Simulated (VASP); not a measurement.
ScB (relaxed from the CsCl type structure, space group Pm-3m): computed properties

Level of theory: PBEsol GGA, VASP's PBE PAW potentials (set 64) (plane waves; VASP 6.6.1).

- space group: Pm-3m (221)
- cell: a = 2.937 Å, b = 2.937 Å, c = 2.937 Å, α = 90.00°, β = 90.00°, γ = 90.00°
- volume per atom: 12.67 Å^3/atom
- band gap (over mesh and band path): none (metal, semimetal or under 0.01 eV)
- density: 3.66 g/cm³

Space group Pm-3m (No. 221); a = b = c = 2.937 Å, α = β = γ = 90.00°

| atom | site | symmetry | x | y | z |
|---|---|---|---|---|---|
| Sc | 1a | m-3m | 0.0000 | 0.0000 | 0.0000 |
| B | 1b | m-3m | 0.5000 | 0.5000 | 0.5000 |

The structure was generated: ScB was put into the CsCl type type (Pm-3m), which need not be its known phase. It was relaxed first, which changed the volume by -30 %. Symmetry was kept, so distortions that lower it aren't found.
